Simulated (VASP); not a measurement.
A convergence study with VASP on BaTiO$_{3}$ (cubic perovskite): one setting is varied, all else stays as given below, so the limit is that of these other settings.

```xyz
5
Lattice="4.0000 0.0000 0.0000 0.0000 4.0000 0.0000 0.0000 0.0000 4.0000" Properties=species:S:1:pos:R:3 pbc="T T T"
Ba     0.0000     0.0000     0.0000
Ti     2.0000     2.0000     2.0000
O      2.0000     0.0000     2.0000
O      0.0000     2.0000     2.0000
O      2.0000     2.0000     0.0000
```

All values below come from PBEsol GGA, VASP's PBE PAW potentials (set 64) (plane waves; VASP). The tightest run used: 700 eV cut-off, 14×14×14 Γ-centred mesh, tetrahedra with Blöchl corrections, potentials Ba_sv Ti_sv O.

Unless said otherwise, spin-orbit coupling is left out, though it shifts the bands of the heavy elements here. Gaps are read on the run's mesh, which can miss a band edge.

Question: The settings run are 3×3×3 mesh; 4×4×4 mesh; 5×5×5 mesh; 6×6×6 mesh; 7×7×7 mesh; 8×8×8 mesh; 9×9×9 mesh; 10×10×10 mesh; 11×11×11 mesh; 12×12×12 mesh; 13×13×13 mesh; 14×14×14 mesh. From which on does the stress (every component) stay within 0.1 GPa of the tightest run?

Answer: From 4×4×4 mesh on: it is off by 0.06 there and by no more than 0.1 in any finer run, while 3×3×3 mesh is off by 0.30.
```csv
setting,E (eV/atom),pressure (GPa),gap on the mesh (eV),irreducible k-points,difference judged (GPa)
3×3×3 mesh,-8.3777,-1.93,1.767,4,0.30
4×4×4 mesh,-8.3947,-2.17,1.685,10,0.06
5×5×5 mesh,-8.3975,-2.22,1.818,10,0.01
6×6×6 mesh,-8.3981,-2.22,1.703,20,0.01
7×7×7 mesh,-8.3982,-2.23,1.766,20,0.00
8×8×8 mesh,-8.3982,-2.22,1.704,35,0.01
9×9×9 mesh,-8.3982,-2.22,1.741,35,0.01
10×10×10 mesh,-8.3982,-2.23,1.704,56,0.00
11×11×11 mesh,-8.3982,-2.23,1.730,56,0.00
12×12×12 mesh,-8.3982,-2.21,1.704,84,0.02
13×13×13 mesh,-8.3982,-2.21,1.722,84,0.02
14×14×14 mesh,-8.3982,-2.23,1.704,120,0.00
```

Left out are rungs that failed or repeat a setting and relaxations that didn't move; long series are thinned to 24 rows.

The compound is BaTiO3 in the cubic perovskite structure, the ideal cubic form; the compound distorts at low or room temperature. The cell was not relaxed at this level.
